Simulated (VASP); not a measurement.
Method: PBE GGA, VASP's PBE PAW potentials (set 64) (plane waves; VASP).

VASP input:

**POSCAR**
```
InSb
1.0
  0.0000000000   3.3048000000   3.3048000000
  3.3048000000   0.0000000000   3.3048000000
  3.3048000000   3.3048000000   0.0000000000
In Sb
1 1
Cart
  0.0000000000   0.0000000000   0.0000000000
  1.6524000000   1.6524000000   1.6524000000
```

### KPOINTS
```
Automatic mesh
0
Gamma
6 6 6
0 0 0
```

### INCAR
```
LREAL = F   # projection in real space or not
LWAVE = F
ISIF = 2   # forces and stress, cell fixed
LASPH = T
GGA = PE
SIGMA = 0.05
ALGO = Normal
LMAXMIX = 4   # l cut-off of mixed one-centre charges
ISMEAR = 0   # Gaussian
NELM = 100   # most electronic steps
EDIFF = 1E-6
PREC = Accurate
LCHARG = F
SYSTEM = InSb
ENCUT = 400
```

POTCAR, in this order: In_d Sb (PBE.64 set). Program: vasp_std.

Output

File OSZICAR:
```
       N       E                     dE             d eps       ncg     rms          rms(c)
DAV:   1     0.101388613747E+03    0.10139E+03   -0.69050E+03   416   0.110E+03
DAV:   2    -0.350914723125E+00   -0.10174E+03   -0.99399E+02   436   0.279E+02
DAV:   3    -0.685760203261E+01   -0.65067E+01   -0.64753E+01   556   0.801E+01
DAV:   4    -0.702595920414E+01   -0.16836E+00   -0.16832E+00   505   0.153E+01
DAV:   5    -0.703252710760E+01   -0.65679E-02   -0.65678E-02   590   0.230E+00    0.381E+00
DAV:   6    -0.693988198886E+01    0.92645E-01   -0.18076E-01   559   0.703E+00    0.222E+00
DAV:   7    -0.692891857839E+01    0.10963E-01   -0.70595E-02   550   0.273E+00    0.621E-01
DAV:   8    -0.693014539336E+01   -0.12268E-02   -0.76315E-03   563   0.115E+00    0.243E-01
DAV:   9    -0.693080976139E+01   -0.66437E-03   -0.89617E-04   471   0.288E-01    0.752E-02
DAV:  10    -0.693089433142E+01   -0.84570E-04   -0.64350E-05   514   0.607E-02    0.315E-02
DAV:  11    -0.693094355723E+01   -0.49226E-04   -0.88972E-05   451   0.674E-02    0.195E-02
DAV:  12    -0.693094435388E+01   -0.79665E-06   -0.99551E-07   375   0.791E-03
   1 F= -.69309444E+01 E0= -.69307658E+01  d E =-.357089E-03
```

File OUTCAR:
```
------------------------ aborting loop because EDIFF is reached ----------------------------------------
  FORCE on cell =-STRESS in cart. coord.  units (eV):
  Direction    XX          YY          ZZ          XY          YZ          ZX
  --------------------------------------------------------------------------------------
  Total        0.2054922      0.2054922      0.2054922      0.0000000      0.0000000     -0.0000000
  in kB        4.5607936      4.5607936      4.5607936      0.0000000      0.0000000     -0.0000000
  external PRESSURE =       4.5607936 kB  Pullay stress =       0.0000000 kB
  volume of cell :       72.19
      direct lattice vectors                 reciprocal lattice vectors
     0.000000000  3.304800000  3.304800000    -0.151295086  0.151295086  0.151295086
     3.304800000  0.000000000  3.304800000     0.151295086 -0.151295086  0.151295086
     3.304800000  3.304800000  0.000000000     0.151295086  0.151295086 -0.151295086
  FREE ENERGIE OF THE ION-ELECTRON SYSTEM (eV)
  ---------------------------------------------------
  free  energy   TOTEN  =        -6.9309443539 eV

  energy  without entropy=       -6.9305872652  energy(sigma->0) =       -6.93076581
```
(Selected blocks of OUTCAR.)

The compound is InSb in the zinc blende structure. The cell was not relaxed at this level.
